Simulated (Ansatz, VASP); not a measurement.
# Two plane-wave programs on BC5

Contents of INCAR:

```
SYSTEM = BC5
PREC = Accurate
ENCUT = 520
EDIFF = 1E-7
ISMEAR = -1
SIGMA = 0.05
LREAL = .FALSE.
LASPH = .TRUE.
NELM = 100
ALGO = Normal
ISIF = 2
LWAVE = .FALSE.
LCHARG = .FALSE.
GGA = PE
NBANDS = 20
```

File KPOINTS:

```
regular mesh
0
G
  12 12 4
  0 0 0
```

POSCAR

```
BC5
1.0
    2.5515512629      0.0000000000      0.0000000000
   -1.2757756315      2.2097082128      0.0000000000
    0.0000000000      0.0000000000      6.3996570000
C B
5 1
Direct
    0.0000000000      0.0000000000      0.8989420000
    0.6666666667      0.3333333333      0.5813640000
    0.0000000000      0.0000000000      0.6645630000
    0.6666666667      0.3333333333      0.3390330000
    0.3333333333      0.6666666667      0.2595110000
    0.3333333333      0.6666666667      0.0075860000
```

The input input.yaml:

```yaml
crystal:
  lattice:
    - [2.5515512629, 0.0, 0.0]
    - [-1.2757756315, 2.2097082128, 0.0]
    - [0.0, 0.0, 6.399657]
  atoms:
    - { symbol: C, position: [0.0, 0.0, 0.898942] }
    - { symbol: C, position: [0.6666666667, 0.3333333333, 0.581364] }
    - { symbol: C, position: [0.0, 0.0, 0.664563] }
    - { symbol: C, position: [0.6666666667, 0.3333333333, 0.339033] }
    - { symbol: C, position: [0.3333333333, 0.6666666667, 0.259511] }
    - { symbol: B, position: [0.3333333333, 0.6666666667, 0.007586] }
hamiltonian:
  xc: pbe
  pseudopotentials: { kind: paw }
kpoints:
  mp_grid: { grid: [12, 12, 4] }
scf:
  occupations: { method: fermi_dirac, width: 0.05 }
output:
  forces: true
  stress: true
  eigenvalues: true
  write_density: true
  write_potential: true
  elf: true
  volumetric_format: npy
```

The cell comes from a database or a generator and needn't be the stable form of this composition.

Alike in both runs: task single point; functional PBE; k mesh 12 × 12 × 4; occupations fermi-dirac, width 0.05 eV; no spin polarisation.

|  | VASP | Ansatz |
| --- | --- | --- |
| version | VASP 6.6.1 | Ansatz 0.2.0 |
| potentials or method | VASP PAW PBE potentials, release 64 (C, B) | Ansatz PAW |
| plane-wave cutoff (eV) | 520 | 420 |
| valence electrons in the cell | 23 | 23 |

|  | VASP | Ansatz | Ansatz less VASP |
| --- | --- | --- | --- |
| gap on the k mesh at the Fermi level (eV) | none | none | - |
| pressure (GPa) | 0.0 | -0.5 | -0.49 |
| largest component of the traceless stress (GPa) | 0.10 | 0.16 | +0.064 |
| rms of the force components (eV/Å) | 0.012 | 0.017 | +0.0043 |

Atom by atom the forces differ by 0.008 eV/Å (rms over components). A gap of «none» marks a metal or a gap that the smearing closes.

Caveats: the pressure holds a Pulay correction of +0.9 GPa for the finite cutoff (Ansatz).
